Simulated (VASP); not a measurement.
Here is the system:

```xyz
2
Lattice="2.9353 0.0000 0.0000 0.0000 2.9353 0.0000 0.0000 0.0000 2.9353" Properties=species:S:1:pos:R:3 pbc="T T T"
Al     1.4677     1.4677     1.4677
Ru     0.0000     0.0000     0.0000
```

All values below come from PBEsol GGA, VASP's PBE PAW potentials (set 64) (plane waves; VASP). Numerical set-up: 500 eV cut-off, 12×12×12 Γ-centred mesh, first-order Methfessel-Paxton smearing of 0.10 eV, potentials Al Ru_pv.

Energy and stress use the plane-wave basis of the starting cell.

### Question
The ions, cell shape and volume at an external pressure of 20.0 GPa are relaxed. Which structure does the run end with?

### Answer

```xyz
2
Lattice="2.9008 0.0000 0.0000 0.0000 2.9008 0.0000 0.0000 0.0000 2.9008" Properties=species:S:1:pos:R:3 pbc="T T T"
Al     1.4504     1.4504     1.4504
Ru     0.0000     0.0000     0.0000
```
Space group Pm-3m (221), at a tolerance of 0.03 Å.

### Question
How do energy and volume change from the first to the last step?

### Answer
The energy (σ→0) changes by +40.7 meV/atom and the volume by -3.5 %, in 4 ionic steps.

The compound is RuAl in the CsCl type structure. This run relaxes it under an external pressure of 20 GPa. Symmetry was kept, so distortions that lower it aren't found. The electron count is odd and the run is not spin-polarised, which forces a metal.
